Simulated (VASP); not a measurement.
Data:

```xyz
4
Lattice="2.3076 -3.9969 0.0000 2.3076 3.9969 0.0000 0.0000 0.0000 7.5443" Properties=species:S:1:pos:R:3 pbc="T T T"
Ag     2.3076    -1.3323     3.7728
Ag     2.3076     1.3323     0.0006
I      2.3076    -1.3323     6.6006
I      2.3076     1.3323     2.8285
```

The numbers are results of optB86b-vdW, VASP's PBE PAW potentials (set 64) (plane waves; VASP), not measurements. Settings: 520 eV cut-off, 6×6×4 Γ-centred mesh, tetrahedra with Blöchl corrections, potentials Ag I.

The cores are frozen, which limits the accuracy of field gradients.

Task: Give the principal components of the electric field gradient (V/Å²) and the asymmetry η at each nucleus.

Result: 
```csv
atom,Vxx,Vyy,Vzz,η
Ag1,0.0,0.0,0.1,-
Ag2,0.0,0.0,0.1,-
I3,-2.1,-2.1,4.1,0.00
I4,-2.1,-2.1,4.1,0.00
```

The compound is AgI in the wurtzite structure. It was relaxed first.
